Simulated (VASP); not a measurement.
An input for Quantum ESPRESSO's pw.x (written as the equivalent of a VASP run, and not itself run):

```
&CONTROL
  calculation = 'scf'
  pseudo_dir = './pseudo'
  outdir = './out'
  tprnfor = .true.
  tstress = .true.
/
&SYSTEM
  ibrav = 0
  nat = 3
  ntyp = 2
  ecutwfc = 86
  occupations = 'smearing'
  smearing = 'gaussian'
  degauss = 0.003675
  input_dft = 'pbe'
/
&ELECTRONS
  conv_thr = 7.3e-08
  electron_maxstep = 100
/
ATOMIC_SPECIES
  W 183.840 W.upf
  Se 78.971 Se.upf
CELL_PARAMETERS angstrom
     3.3218424    0.0000000    0.0000000
    -1.6609212    2.8767996    0.0000000
     0.0000000    0.0000000   16.7669410
ATOMIC_POSITIONS crystal
  W    0.0000000  0.0000000  0.0000000
  Se   0.3333330  0.6666670  0.1001854
  Se   0.3333330  0.6666670  0.8998146
K_POINTS automatic
  6 6 1 0 0 0
```

### Question
Write the VASP files for the same calculation (PBE).

### Answer
This is not unique; one that fits is 
File KPOINTS:
```
Automatic mesh
0
Gamma
6 6 1
0 0 0
```

**INCAR**
```
SYSTEM=WSe2
PREC=Accurate; ENCUT=400; LREAL=.FALSE.
LASPH=.TRUE.
EDIFF=1E-6; NELM=100; ALGO=Normal
LMAXMIX=6
ISMEAR=0; SIGMA=0.05
GGA=PE
LWAVE=.TRUE.; LCHARG=.FALSE.
```

POSCAR:
```
WSe2
1
    3.3218424452     0.0000000000     0.0000000000
   -1.6609212226     2.8767996156     0.0000000000
    0.0000000000     0.0000000000    16.7669410370
W Se
1 2
Direct
  0.0000000000   0.0000000000   0.0000000000
  0.3333330000   0.6666670000   0.1001853893
  0.3333330000   0.6666670000   0.8998146107
```

POTCAR, in this order: W_sv Se (PBE.64 set). Program: vasp_std.

The two are equivalent in intent, not identical: the potentials are each code's own (VASP's PAW set, PseudoDojo norm-conserving files in pw.x), so ENCUT and ecutwfc are chosen apart and not converted; conv_thr bounds pw.x's estimated SCF error, while EDIFF bounds the energy change between steps.

The cell is a sheet with vacuum, built from a database entry that may be metastable or hypothetical.
